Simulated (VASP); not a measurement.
OSZICAR of a VASP run on Sn (beta):

File OSZICAR:
```
       N       E                     dE             d eps       ncg     rms          rms(c)
DAV:   1     0.201323919189E+03    0.20132E+03   -0.15030E+04 10390   0.243E+03
DAV:   2     0.979323144573E+01   -0.19153E+03   -0.18948E+03 10376   0.450E+02
DAV:   3    -0.744576470654E+01   -0.17239E+02   -0.17084E+02 11868   0.139E+02
DAV:   4    -0.796252367262E+01   -0.51676E+00   -0.51531E+00 12008   0.262E+01
DAV:   5    -0.798185837798E+01   -0.19335E-01   -0.19324E-01 14044   0.462E+00    0.242E+00
DAV:   6    -0.795255789574E+01    0.29300E-01   -0.49244E-02 13562   0.358E+00    0.132E+00
DAV:   7    -0.794376943430E+01    0.87885E-02   -0.27203E-02 13584   0.258E+00    0.186E-01
DAV:   8    -0.794332074842E+01    0.44869E-03   -0.22321E-03 12320   0.730E-01    0.307E-02
DAV:   9    -0.794332003103E+01    0.71738E-06   -0.63786E-05 13206   0.864E-02    0.141E-02
DAV:  10    -0.794326465723E+01    0.55374E-04   -0.57248E-06 13026   0.317E-02    0.189E-03
DAV:  11    -0.794326553773E+01   -0.88049E-06   -0.30705E-07  9424   0.774E-03    0.121E-03
DAV:  12    -0.794326557866E+01   -0.40933E-07   -0.57186E-08  5678   0.275E-03
   1 F= -.79432656E+01 E0= -.79432656E+01  d E =0.000000E+00
```

Problem. Which electronic solver shows in the log?

Solution. It is blocked Davidson (ALGO = Normal, or the opening steps of other solvers). The INCAR had ALGO = Normal.

Problem. Can the final energy be trusted as converged?

Solution. Self-consistency was reached. It stopped with EDIFF = 1E-7, NELM = 100 (AM05 GGA, plane waves, VASP's PBE PAW potentials (set 64)).

The compound is Sn in the beta structure. It was relaxed first.
